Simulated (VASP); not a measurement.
Method: r2SCAN meta-GGA, VASP's PBE PAW potentials (set 64) (plane waves; VASP). Each cell was relaxed at this level, without spin-orbit coupling.

Question: Which of these comes out without a gap?
A. NaCl, Fm-3m (225)
B. CaSe, Fm-3m (225)
C. ZnS, F-43m (216)
D. Be5Au, F-43m (216)

Answer: D, Be5Au, F-43m (216). The others have gaps of 2.53 eV (CaSe, Fm-3m (225)), 6.05 eV (NaCl, Fm-3m (225)), 2.73 eV (ZnS, F-43m (216)).
